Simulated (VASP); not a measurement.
# EuZnGe (space group P-6m2): computed properties

All values below come from PBEsol GGA, VASP's PBE PAW potentials (set 64) (plane waves; VASP 6.6.1).

* **space group**: P-6m2 (187)
* **cell**: a = 4.186 Å, b = 4.186 Å, c = 4.283 Å, α = 90.00°, β = 90.00°, γ = 120.00°
* **volume per atom**: 21.66 Å³/atom
* **band gap (over mesh and band path)**: none (metal, semimetal or under 0.01 eV)
* **cell moment**: 0.00 μB
* **band gap with spin-orbit coupling**: none (metallic)
* **density**: 7.41 g/cm³

```yaml
crystal:
  lattice:
    - [4.18557, 0.00000, 0.00000]
    - [-2.09278, 3.62481, 0.00000]
    - [0.00000, 0.00000, 4.28344]
  atoms:
    - { symbol: Eu, position: [0.00000, 0.00000, 0.00000] }
    - { symbol: Zn, position: [0.33333, 0.66667, 0.50000] }
    - { symbol: Ge, position: [0.66667, 0.33333, 0.50000] }
```

The 4f electrons are frozen in the core of the lanthanide potential, so 4f levels, which can set the real gap, and their magnetism are missing.

The structure comes from a computed database's EuZnGe entry (P-6m2); how it stands against other phases isn't given here. It was relaxed first, which changed the volume by -9 %. Symmetry was kept, so distortions that lower it aren't found.
